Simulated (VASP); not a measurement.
Runs of VASP 6.6.1 on Al2O3. The structure is trigonal, space group R-3c (No. 167). The conventional cell has a = 4.761 Å, b = 4.761 Å, c = 12.996 Å, α = 90.00°, β = 90.00°, γ = 120.00°. Al (site symmetry 3) has 6 O at 1.85 to 1.97 Å as nearest neighbours. O (site symmetry 2) has 4 Al at 1.85 to 1.97 Å as nearest neighbours. 

```tsv
level	gap on the mesh (eV)	pressure (GPa)	relaxed volume (Å³/atom)
r2SCAN+rVV10	7.20	0.0	8.43
RPBE	5.72	-0.1	(a)
PBE	5.88	0.1	(b)
rev-vdW-DF2	6.10	0.1	8.64
```

Alike in all rows: task relaxation of cell and atoms; potentials or basis VASP PAW PBE potentials, release 64 (Al, O); no spin polarisation; cell relaxed; k mesh 9 × 9 × 7; cutoff (eV) 600; smearing gaussian 0.03 eV.

Problem. Fill in the values left out.

Solution. (a) 8.92; (b) 8.74.

Caveats: an odd mesh through Γ misses points on the zone boundary, where band edges often lie; the PAW data sets were made with another functional, which shifts forces and pressure a little (some runs).

Not every run made on this cell is shown here.
